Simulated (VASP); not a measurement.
Crystal: InSb2As3.

```
CELL_PARAMETERS angstrom
6.05116 0.00000 0.00000
-3.02558 5.24046 0.00000
0.00000 0.00000 4.96885
ATOMIC_POSITIONS crystal
In 0.00000 0.00000 0.00000
Sb 0.33333 0.66667 0.00000
Sb 0.66667 0.33333 0.00000
As 0.50000 0.00000 0.50000
As 0.00000 0.50000 0.50000
As 0.50000 0.50000 0.50000
```

The cell was built by a generator and needn't be a form met in nature.

| Item | Value |
| --- | --- |
| Program | VASP 6.6.1 |
| Task | relaxation of cell and atoms |
| Functional | PBE |
| Potentials or basis | VASP PAW PBE potentials, release 64 (In_d, Sb, As) |
| Cutoff | 520 eV |
| k mesh | 3 × 3 × 3 |
| Occupations | gaussian, width 0.15 eV |
| Spin | no spin polarisation |

At the start: pressure 0.4 GPa; volume 26.26 Å³/atom.

Q: Where does the relaxation end?

A: Over 18 steps the energy falls by 155.4 meV/atom and the volume is 25.58 Å³/atom (-2.6 %); space group P6/mmm (No. 191, to 0.05 Å).

The path:
| step | energy change (eV) | largest force (eV/Å) | pressure (GPa) | volume (Å³) |
| --- | --- | --- | --- | --- |
| 1 | 0.0000 | 0.0000 | 0.42 | 157.57 |
| 2 | -0.0271 | 0.0000 | -0.40 | 159.11 |
| 3 | -0.2046 | 0.0000 | -2.11 | 163.60 |
| 4 | -0.5327 | 0.0000 | -5.20 | 172.01 |
| 5 | -0.5354 | 0.0000 | -5.24 | 172.10 |
| 6 | -0.5422 | 0.0000 | -5.29 | 172.34 |
| 7 | -0.5506 | 0.0000 | -5.44 | 172.83 |
| 8 | -0.5520 | 0.0000 | -5.39 | 173.07 |
| 9 | -0.5610 | 0.0000 | -5.36 | 172.82 |
| 10 | -0.5872 | 0.0000 | -5.28 | 172.06 |
| 11 | -0.6373 | 0.0000 | -4.84 | 170.55 |
| 12 | -0.7269 | 0.0000 | -4.22 | 167.55 |
| 13 | -0.8602 | 0.0000 | -2.47 | 161.66 |
| 14 | -0.9057 | 0.0000 | 1.37 | 150.29 |
| 15 | -0.9270 | 0.0000 | -0.39 | 154.60 |
| 16 | -0.9272 | 0.0000 | -0.19 | 154.07 |
| 17 | -0.9292 | 0.0000 | -0.12 | 153.92 |
| 18 | -0.9327 | 0.0000 | -0.03 | 153.46 |

Final structure:
```yaml
crystal:
  lattice:
    - [5.61301, 0.00000, 0.00000]
    - [-2.80650, 4.86101, 0.00000]
    - [0.00000, 0.00000, 5.62444]
  atoms:
    - { symbol: In, position: [0.00000, 0.00000, 0.00000] }
    - { symbol: Sb, position: [0.33333, 0.66667, 0.00000] }
    - { symbol: Sb, position: [0.66667, 0.33333, 0.00000] }
    - { symbol: As, position: [0.50000, 0.00000, 0.50000] }
    - { symbol: As, position: [0.00000, 0.50000, 0.50000] }
    - { symbol: As, position: [0.50000, 0.50000, 0.50000] }
```

Caveat: the k mesh is coarse (spacing up to 0.42 Å⁻¹), so the values aren't converged.
